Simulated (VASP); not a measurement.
**Co3Si (space group P6_3/mmc): computed properties**

The numbers are results of r2SCAN meta-GGA, VASP's PBE PAW potentials (set 64) (plane waves; VASP), not measurements.

| Property | Value |
|---|---|
| space group | P6_3/mmc (194) |
| cell | a = b = 4.888 Å, c = 3.907 Å, α = β = 90.00°, γ = 120.00° |
| volume per atom | 10.10 Å^3/atom |
| band gap (over mesh and band path) | none (metal, semimetal or under 0.01 eV) |
| density | 8.42 g/cm³ |

```
CELL_PARAMETERS angstrom
      4.88764     0.00000     0.00000
     -2.44382     4.23282     0.00000
      0.00000     0.00000     3.90670
ATOMIC_POSITIONS crystal
  Co 0.16655 0.33309 0.75000
  Co 0.83345 0.66691 0.25000
  Co 0.83345 0.16655 0.25000
  Co 0.16655 0.83345 0.75000
  Co 0.66691 0.83345 0.75000
  Co 0.33309 0.16655 0.25000
  Si 0.66667 0.33333 0.75000
  Si 0.33333 0.66667 0.25000
```

The structure comes from a computed database's Co3Si entry (P6_3/mmc); how it stands against other phases isn't given here. It was relaxed first, which changed the volume by -5 %. Symmetry was kept, so distortions that lower it aren't found. The run is not spin-polarised, so no magnetic state was tried.
